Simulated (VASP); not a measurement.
Input for VASP

INCAR:
```
SYSTEM = SnO2
PREC = Accurate
ENCUT = 520
EDIFF = 1E-8
NELM = 100
ALGO = Normal
LREAL = .FALSE.
LASPH = .TRUE.
ISMEAR = 0
SIGMA = 0.05
METAGGA = R2SCAN
LMIXTAU = .TRUE.
LMAXMIX = 4
LWAVE = .FALSE.
LCHARG = .FALSE.
IBRION = 1
ISIF = 2
NSW = 30
EDIFFG = -0.001
```

**KPOINTS**
```
Automatic mesh
0
Gamma
4 4 6
0 0 0
```

File POSCAR:
```
SnO2
1
    4.7651591333     0.0000000000     0.0000000000
   -0.0000000000     4.7651591333     0.0000000000
    0.0000000000     0.0000000000     3.2084425830
Sn O
2 4
Direct
  1.0000000000   1.0000000000   0.0000000000
  0.5000000000   0.5000000000   0.5000000000
  0.3058475949   0.3058475949   0.0000000000
  0.8058475949   0.1941524051   0.5000000000
  0.1941524051   0.8058475949   0.5000000000
  0.6941524051   0.6941524051   0.0000000000
```

POTCAR, in this order: Sn_d O (PBE.64 set). Program: vasp_std.

Q: Translate this r2SCAN calculation to Ansatz.

A: One equivalent input (not run):
Ansatz 0.2 input:
```yaml
crystal:
  lattice:
    - [4.7651591, 0.0000000, 0.0000000]
    - [0.0000000, 4.7651591, 0.0000000]
    - [0.0000000, 0.0000000, 3.2084426]
  atoms:
    - { symbol: Sn, position: [1.0000000, 1.0000000, 0.0000000] }
    - { symbol: Sn, position: [0.5000000, 0.5000000, 0.5000000] }
    - { symbol: O, position: [0.3058476, 0.3058476, 0.0000000] }
    - { symbol: O, position: [0.8058476, 0.1941524, 0.5000000] }
    - { symbol: O, position: [0.1941524, 0.8058476, 0.5000000] }
    - { symbol: O, position: [0.6941524, 0.6941524, 0.0000000] }
kpoints:
  mp_grid: { grid: [4, 4, 6] }
hamiltonian:
  xc: r2scan
  pseudopotentials: { kind: paw }
scf:
  occupations: { method: gaussian, width: 0.05 }
  max_iter: 100
relax:
  max_steps: 30
  f_tol: 0.001
output: { forces: true, stress: true, eigenvalues: true }
```
The two are equivalent in intent, not identical: each code has its own PAW files, so the cut-off isn't converted (ENCUT is set for VASP's; basis.ecutwfc is left out, and Ansatz then takes the one that its files recommend); Ansatz stops its SCF on the density residual and VASP on the energy change (EDIFF).

The compound is SnO2 in the rutile structure. This run relaxes the ions in a fixed cell. Symmetry was kept, so distortions that lower it aren't found. The start is the result of an earlier pass.
